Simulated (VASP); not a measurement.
W:

```
W
1.0
    -1.58234    1.58234    1.58234
     1.58234   -1.58234    1.58234
     1.58234    1.58234   -1.58234
W
1
Direct
  0.00000 0.00000 0.00000
```

```yaml
Program: VASP 6.6.1
Task: relaxation of cell and atoms
Functional: PBE
Potentials_or_basis: VASP PAW PBE potentials, release 64 (W_sv)
Cutoff: 520 eV
k_mesh: 18 × 18 × 18
Occupations: gaussian, width 0.1 eV
Spin: no spin polarisation
```

At the start: pressure 6.2 GPa; volume 15.85 Å³/atom.

Task: How do energy, volume and symmetry change on relaxing?

Result: Over 4 steps the energy falls by 5.9 meV/atom and the volume is 16.16 Å³/atom (+2.0 %); space group Im-3m (No. 229, to 0.05 Å).

The path:
```csv
step,energy change (eV),largest force (eV/Å),pressure (GPa),volume (Å³)
1,0.0000,0.0000,6.23,15.85
2,0.0625,0.0000,-18.01,17.30
3,-0.0059,0.0000,-0.17,16.17
4,-0.0059,0.0000,-0.01,16.16
```

Final structure:
```
W
1.0
    -1.59265    1.59265    1.59265
     1.59265   -1.59265    1.59265
     1.59265    1.59265   -1.59265
W
1
Direct
  0.00000 0.00000 0.00000
```
